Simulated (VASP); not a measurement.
# Ga2SnO (I-42d) in VASP: density of states with PBE

Aim: the density of states of Ga2SnO with PBE.

Everything below comes from runs of VASP 6.6.1. Logs are shortened: lines on timing, memory, paths and dates and some standing lists are left out, and cuts for length are marked.

### Step 1. The crystal as given

It takes space group I-42d (No. 122, tetragonal). The conventional cell has a = 5.398 Å, b = 5.398 Å, c = 11.093 Å, α = 90.00°, β = 90.00°, γ = 90.00°. Around Ga (site symmetry 2) lie 2 O at 2.11 Å. Sn (site symmetry -4) has 4 Ga at 2.68 Å as nearest neighbours. O (site symmetry -4) has 4 Ga at 2.11 Å as nearest neighbours.

The cell was built by a generator and needn't be a form met in nature.

### Step 2. Density of states, PBE

File POSCAR:

```
Ga2SnO
1.0
   -2.6992300000      2.6992300000      5.5465300000
    2.6992300000     -2.6992300000      5.5465300000
    2.6992300000      2.6992300000     -5.5465300000
Ga Sn O
4 2 2
Direct
    0.5324130000      0.6250000000      0.4074130000
    0.8750000000      0.4675870000      0.0925870000
    0.3750000000      0.7824130000      0.9074130000
    0.2175870000      0.1250000000      0.5925870000
    0.7500000000      0.2500000000      0.5000000000
    0.0000000000      0.0000000000      0.0000000000
    0.5000000000      0.5000000000      0.0000000000
    0.2500000000      0.7500000000      0.5000000000
```

File INCAR.step1:

```
ALGO = Normal
EDIFF = 1E-6
ENCUT = 520
GGA = PE
ISIF = 2
ISMEAR = 0
KPAR = 8
LASPH = True
LCHARG = True
LREAL = False
LWAVE = False
NELM = 60
PREC = Accurate
SIGMA = 0.1
```

File KPOINTS.step1:

```
k-points
0
Gamma
  8 8 8
```

File INCAR.step2:

```
ALGO = Normal
EDIFF = 1E-6
ENCUT = 520
GGA = PE
ICHARG = 11
ISIF = 2
ISMEAR = -5
KPAR = 8
LASPH = True
LCHARG = False
LORBIT = 11
LREAL = False
LWAVE = False
NEDOS = 2001
NELM = 60
PREC = Accurate
SIGMA = 0.1
```

File KPOINTS.step2:

```
k-points
0
Gamma
  12 12 12
```

Potentials or basis: VASP PAW PBE potentials, release 64 (Ga_d, Sn_d, O).

Started as:

```bash
cat potpaw_PBE.64/Ga_d/POTCAR potpaw_PBE.64/Sn_d/POTCAR potpaw_PBE.64/O/POTCAR > POTCAR
cp INCAR.step1 INCAR
cp KPOINTS.step1 KPOINTS
mpirun -np 8 vasp_std > vasp.out
cp INCAR.step2 INCAR
cp KPOINTS.step2 KPOINTS
mpirun -np 8 vasp_std > vasp.out
```

OUTCAR:

```text
EDIFF = 1E-6
   ENCUT = 520
   GGA = PE
   ICHARG = 11
   ISIF = 2
   ISMEAR = -5
   LASPH = True
   LORBIT = 11
   LREAL = False
   NELM = 60
   PREC = Accurate

 ion  position               nearest neighbor table
   1  0.532  0.625  0.407-   7 2.11   8 2.11   6 2.68   5 2.68
   2  0.875  0.468  0.093-   7 2.11   8 2.11   6 2.68   5 2.68
   3  0.375  0.782  0.907-   7 2.11   8 2.11   5 2.68   6 2.68
   4  0.218  0.125  0.593-   7 2.11   8 2.11   5 2.68   6 2.68
   5  0.750  0.250  0.500-   2 2.68   1 2.68   4 2.68   3 2.68
   6  0.000  0.000  0.000-   4 2.68   2 2.68   3 2.68   1 2.68
   7  0.500  0.500  0.000-   1 2.11   3 2.11   2 2.11   4 2.11
   8  0.250  0.750  0.500-   1 2.11   3 2.11   2 2.11   4 2.11

  LATTYP: Found a body centered tetragonal cell.
 ALAT       =     5.3984600000
 C/A-ratio  =     2.0548563850

  Lattice vectors:

 A1 = (  -2.6992300000,   2.6992300000,   5.5465300000)
 A2 = (   2.6992300000,  -2.6992300000,   5.5465300000)
 A3 = (   2.6992300000,   2.6992300000,  -5.5465300000)

Analysis of symmetry for initial positions (statically):
=====================================================================
 Subroutine PRICEL returns:
 Original cell was already a primitive cell.

 Routine SETGRP: Setting up the symmetry group for a
 body centered tetragonal supercell.

 Subroutine GETGRP returns: Found  8 space group operations
 (whereof  4 operations were pure point group operations)
 out of a pool of 16 trial point group operations.

The static configuration has the point symmetry S_4 .
 The point group associated with its full space group is D_2d.

Analysis of symmetry for dynamics (positions and initial velocities):
=====================================================================
 Subroutine PRICEL returns:
 Original cell was already a primitive cell.

 Routine SETGRP: Setting up the symmetry group for a
 body centered tetragonal supercell.

 Subroutine GETGRP returns: Found  8 space group operations
 (whereof  4 operations were pure point group operations)
 out of a pool of 16 trial point group operations.

The dynamic configuration has the point symmetry S_4 .
 The point group associated with its full space group is D_2d.

 Subroutine INISYM returns: Found  8 space group operations
 (whereof  4 operations are pure point group operations),
 and found     1 'primitive' translations

----------------------------------------------------------------------------------------

                                     Primitive cell

  volume of cell :     161.6446

  direct lattice vectors                    reciprocal lattice vectors
    -2.699230000  2.699230000  5.546530000     0.000000000  0.185238012  0.090146452
     2.699230000 -2.699230000  5.546530000     0.185238012  0.000000000  0.090146452
     2.699230000  2.699230000 -5.546530000     0.185238012  0.185238012  0.000000000

  length of vectors
     6.733177573  6.733177573  6.733177573     0.206008505  0.206008505  0.261966109

  position of ions in fractional coordinates (direct lattice)
     0.532413000  0.625000000  0.407413000
     0.875000000  0.467587000  0.092587000
     0.375000000  0.782413000  0.907413000
     0.217587000  0.125000000  0.592587000
     0.750000000  0.250000000  0.500000000
     0.000000000  0.000000000  0.000000000
     0.500000000  0.500000000  0.000000000
     0.250000000  0.750000000  0.500000000

  ion indices of the primitive-cell ions
   primitive index   ion index
                 1           1
                 2           2
                 3           3
                 4           4
                 5           5
                 6           6
                 7           7
                 8           8

----------------------------------------------------------------------------------------

 KPOINTS: k-points

Automatic generation of k-mesh.
 Grid dimensions read from file:
 generate k-points for:   12   12   12

 Generating k-lattice:

  Cartesian coordinates                     Fractional coordinates (reciprocal lattice)
     0.000000000  0.015436501  0.007512204     0.083333333  0.000000000 -0.000000000
     0.015436501  0.000000000  0.007512204     0.000000000  0.083333333 -0.000000000
     0.015436501  0.015436501  0.000000000     0.000000000  0.000000000  0.083333333

  Length of vectors
     0.017167375  0.017167375  0.021830509

  Shift w.r.t. Gamma in fractional coordinates (k-lattice)
     0.000000000  0.000000000  0.000000000

 TETIRR: Found   2206 inequivalent tetrahedra from    10368

 Subroutine IBZKPT returns following result:
 ===========================================

 Found    163 irreducible k-points:

 Following reciprocal coordinates:
            Coordinates               Weight
  0.000000  0.000000  0.000000      1.000000
  0.083333  0.000000  0.000000      8.000000
  0.166667  0.000000  0.000000      8.000000
  0.250000  0.000000  0.000000      8.000000
  0.333333  0.000000 -0.000000      8.000000
  0.416667  0.000000 -0.000000      8.000000
[... 16 lines left out ...]
  0.500000  0.166667  0.000000     16.000000
 -0.416667  0.166667  0.000000     16.000000
 [... further k-points ...]
   k-points           NKPTS =    163   k-points in BZ     NKDIM =    163   number of bands    NBANDS=     55
   number of dos      NEDOS =   2001   number of ions     NIONS =      8
   total plane-waves  NPLWV = 125000
   dimension x,y,z NGX =    50 NGY =   50 NGZ =   50
   dimension x,y,z NGXF=   100 NGYF=  100 NGZF=  100
   ions per type =               4   2   2
   NGX,Y,Z   is equivalent  to a cutoff of  12.35, 12.35, 12.35 a.u.
   NGXF,Y,Z  is equivalent  to a cutoff of  24.69, 24.69, 24.69 a.u.
 SYSTEM =  unknown system
   PREC   = accura    normal or accurate (medium, high low for compatibility)
   ISTART =      0    job   : 0-new  1-cont  2-samecut
   ICHARG =     11    charge: 1-file 2-atom 10-const
   ISPIN  =      1    spin polarized calculation?
   LNONCOLLINEAR =      F non collinear calculations
   LSORBIT =      F    spin-orbit coupling
   LASPH  =      T    aspherical Exc in radial PAW
   ENCUT  =  520.0 eV  38.22 Ry    6.18 a.u.  12.52 12.52 12.52*2*pi/ulx,y,z
   NELM   =     60;   NELMIN=  2; NELMDL=  0     # of ELM steps
   EDIFF  = 0.1E-05   stopping-criterion for ELM
   LREAL  =      F    real-space projection
   EDIFFG = 0.1E-04   stopping-criterion for IOM
   NSW    =      0    number of steps for IOM
   IBRION =     -1    ionic relax: 0-MD 1-quasi-New 2-CG
   NFREE  =      0    steps in history (QN), initial steepest desc. (CG)
   ISIF   =      2    stress and relaxation
   ISYM   =      2    0-nonsym 1-usesym 2-fastsym
   POTIM  = 0.5000    time-step for ionic-motion
   TEBEG  =    0.0;   TEEND  =   0.0 temperature during run
   PSTRESS=    0.0 pullay stress
   NELECT =      92.0000    total number of electrons
   NUPDOWN=      -1.0000    fix difference up-down
   EMIN   =  10.00;   EMAX   =-10.00  energy-range for DOS
   EFERMI =   0.00;   METHOD = LEGACY
   ISMEAR =    -5;   SIGMA  =   0.10  broadening in eV -4-tet -1-fermi 0-gaus
   EFERMI_NEDOS =   21; number of points for ismear=-14 and -15
   IALGO  =     38    algorithm
   IMIX   =      4    mixing-type and parameters
     AMIX     =   0.40;   BMIX     =  1.00
     AMIX_MAG =   1.60;   BMIX_MAG =  1.00
  volume/ion in A,a.u.               =      20.21       136.35
  Fermi-wavevector in a.u.,A,eV,Ry     =   1.356700  2.563791 25.043347  1.840634
  Thomas-Fermi vector in A             =   2.483681
   LORBIT       =     11    0 simple, 1 ext, 2 COOP (PROOUT), +10 PAW based schemes
   GGA     = PE    functional components
   LHFCALC =     F    Hartree Fock is set to
   AEXX    =    0.0000 exact exchange contribution
   IVDW    =     0    specifies the selected vdW correction
   LEPSILON=     F    determine dielectric tensor
   LRPA    =     F    only Hartree local field effects (RPA)
 non-spin polarized calculation
 Fermi weights with tetrahedron method with Bloechl corrections
  energy-cutoff  :      520.00
  volume of cell :      161.64
 maximum number of plane-waves:      4394

 number of electron      91.9999978 magnetization

 Free energy of the ion-electron system (eV)
  ---------------------------------------------------
  ext. energy  EPLUGINS =         0.00000000
  ---------------------------------------------------
  free energy    TOTEN  =       -32.90269925 eV

  energy without entropy =      -32.90269925  energy(sigma->0) =      -32.90269925

 E-fermi :   5.3778     XC(G=0): -10.0549

 val. band max:        5.4080791948   @ k =   0.1667   0.1667   0.0833
 cond. band min:       5.3413307919   @ k =  -0.0833  -0.1667   0.0833
 fundamental gap:     -0.0667484029
 Fermi energy:         5.3778006157

 k-point     1 :       0.0000    0.0000    0.0000
  band No.  band energies     occupation
      1     -15.8805      2.00000
      2     -15.8805      2.00000
      3     -15.8538      2.00000
      4     -15.8536      2.00000
      5     -15.8529      2.00000
      6     -15.8529      2.00000
[... 47 lines left out ...]
     54      10.3415      0.00000
     55      10.7077      0.00000

 k-point     2 :       0.0833    0.0000    0.0000
  band No.  band energies     occupation
      1     -15.8808      2.00000
      2     -15.8802      2.00000
      3     -15.8538      2.00000
      4     -15.8537      2.00000
      5     -15.8533      2.00000
      6     -15.8527      2.00000
[... 1268 lines left out ...]
 k-point    24 :      -0.4167    0.1667    0.0000
  band No.  band energies     occupation
      1     -15.8815      2.00000
      2     -15.8724      2.00000
      3     -15.8662      2.00000
      4     -15.8558      2.00000
      5     -15.8505      2.00000
      6     -15.8491      2.00000
[... 47 lines left out ...]
     54      10.0767      0.00000
     55      10.3969      0.00000

 [... further k-points ...]

------------------------ aborting loop because EDIFF is reached ----------------------------------------

  FORCE on cell =-STRESS in cart. coord.  units (eV):
  Direction    XX          YY          ZZ          XY          YZ          ZX
  --------------------------------------------------------------------------------------
  -------------------------------------------------------------------------------------
  Total       -0.1681818     -0.1681818     -0.1354775      0.0000000      0.0000000      0.0000000
  in kB       -1.6669721     -1.6669721     -1.3428164      0.0000000      0.0000000      0.0000000
  external PRESSURE =      -1.5589202 kB  Pullay stress =       0.0000000 kB

 VOLUME and BASIS-vectors are now :
 -----------------------------------------------------------------------------
  energy-cutoff  :      520.00
  volume of cell :      161.64
      direct lattice vectors                 reciprocal lattice vectors
    -2.699230000  2.699230000  5.546530000     0.000000000  0.185238012  0.090146452
     2.699230000 -2.699230000  5.546530000     0.185238012  0.000000000  0.090146452
     2.699230000  2.699230000 -5.546530000     0.185238012  0.185238012  0.000000000

 POSITION                                       TOTAL-FORCE (eV/Angst)
 -----------------------------------------------------------------------------------
      1.34962      0.84979      4.15990         0.000000      0.011372      0.000000
     -0.84979      1.34962      6.93316        -0.011372     -0.000000      0.000000
      3.54902      1.34962      1.38663         0.011372     -0.000000      0.000000
      1.34962      1.84944     -1.38663         0.000000     -0.011372      0.000000
      0.00000      2.69923      2.77326         0.000000     -0.000000      0.000000
      0.00000      0.00000      0.00000         0.000000     -0.000000      0.000000
      0.00000      0.00000      5.54653         0.000000     -0.000000     -0.000000
      2.69923      0.00000      2.77326         0.000000     -0.000000      0.000000
 -----------------------------------------------------------------------------------
    total drift:                                0.000018      0.000018      0.000003

  FREE ENERGIE OF THE ION-ELECTRON SYSTEM (eV)
  ---------------------------------------------------
  free  energy   TOTEN  =       -32.9026992481 eV

  energy  without entropy=      -32.9026992481  energy(sigma->0) =      -32.90269925

 total charge

# of ion       s       p       d       tot
------------------------------------------
    1        0.914   0.596  10.004  11.514
    2        0.914   0.596  10.004  11.514
    3        0.914   0.596  10.004  11.514
    4        0.914   0.596  10.004  11.514
    5        1.192   1.204   9.968  12.364
    6        1.192   1.204   9.968  12.364
    7        1.590   3.343   0.000   4.932
    8        1.590   3.343   0.000   4.932
--------------------------------------------------
tot          9.218  11.478  59.954  80.650
```

It took 3.8 min on 8 MPI ranks of Intel Xeon Platinum 8559C (Emerald Rapids), shared host; peak memory 1.2 GiB.

What came out:

```yaml
Valence_electrons_inside_the_program's_atomic_spheres: Ga 11.51; Sn 12.36; O 4.93
```

Levels at points of the mesh, in eV from the Fermi level:
```
           k point  band 42  band 43  band 44  band 45  band 46  band 47  band 48  band 49  band 50  band 51
(0.00, 0.00, 0.00)    -2.58    -2.58    -1.68    -0.82    -0.82    -0.70     0.47     1.21     2.94     3.12
(0.50, 0.00, 0.00)    -3.52    -2.98    -1.74    -1.33    -0.16     0.79     1.11     1.51     1.68     3.47
(0.50, 0.50, 0.00)    -3.25    -2.13    -2.13    -0.74    -0.74     0.37     0.37     3.02     3.02     3.95
(0.50, 0.50, 0.50)    -2.70    -2.64    -2.64    -0.09    -0.09     0.78     0.78     1.82     1.82     2.25
```

States per cell in windows of 1 eV (zero at the Fermi level; states under -8 eV left out):
| from (eV) | total | O7_p | O8_p | Sn5_p | Sn6_p | Ga1_p | Ga2_p |
| --- | --- | --- | --- | --- | --- | --- | --- |
| -8.0 | 2.42 | 0.26 | 0.26 | 0.04 | 0.04 | 0.02 | 0.02 |
| -7.0 | 3.07 | 0.37 | 0.37 | 0.05 | 0.05 | 0.03 | 0.03 |
| -6.0 | 6.39 | 1.44 | 1.44 | 0.03 | 0.03 | 0.15 | 0.15 |
| -5.0 | 1.22 | 0.23 | 0.23 | 0.03 | 0.03 | 0.02 | 0.02 |
| -4.0 | 3.16 | 0.40 | 0.40 | 0.21 | 0.21 | 0.07 | 0.07 |
| -3.0 | 2.38 | 0.22 | 0.22 | 0.22 | 0.22 | 0.07 | 0.07 |
| -2.0 | 3.52 | 0.22 | 0.22 | 0.35 | 0.35 | 0.12 | 0.12 |
| -1.0 | 2.24 | 0.09 | 0.09 | 0.26 | 0.26 | 0.09 | 0.09 |
| 0.0 | 2.73 | 0.13 | 0.13 | 0.18 | 0.18 | 0.09 | 0.09 |
| 1.0 | 3.05 | 0.18 | 0.18 | 0.18 | 0.18 | 0.10 | 0.10 |
| 2.0 | 3.28 | 0.17 | 0.17 | 0.16 | 0.16 | 0.12 | 0.12 |
| 3.0 | 3.62 | 0.12 | 0.12 | 0.15 | 0.15 | 0.17 | 0.17 |
| 4.0 | 3.90 | 0.11 | 0.11 | 0.16 | 0.16 | 0.22 | 0.22 |
| 5.0 | 1.46 | 0.04 | 0.04 | 0.05 | 0.05 | 0.09 | 0.09 |
| 6.0 | 0.00 | 0.00 | 0.00 | 0.00 | 0.00 | 0.00 | 0.00 |

Caveat: tetrahedron occupations give inexact forces and stress in metals.
